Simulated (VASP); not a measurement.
Here is the system:

```
TiB
1.0
    2.78853     0.00000     0.00000
    0.00000     2.78853     0.00000
    0.00000     0.00000     2.78853
Ti B
1 1
Direct
  0.00000   0.00000   0.00000
  0.50000   0.50000   0.50000
```

These are PBE GGA, VASP's PBE PAW potentials (set 64) (plane waves; VASP) values and carry that method's errors. Run with 520 eV cut-off, Gaussian smearing of 0.050 eV, potentials Ti_sv B.

Predict the band gap (along the path) with the smallest direct gap where there is one.

- band gap (along the path) = none (metal, semimetal or under 0.01 eV)

Total energies compare only between runs with the same potentials, cut-off and functional.

The structure was generated: TiB was put into the CsCl type type (Pm-3m), which need not be its known phase. It was relaxed first, which changed the volume by -32 %. The electron count is odd and the run is not spin-polarised, which forces a metal.
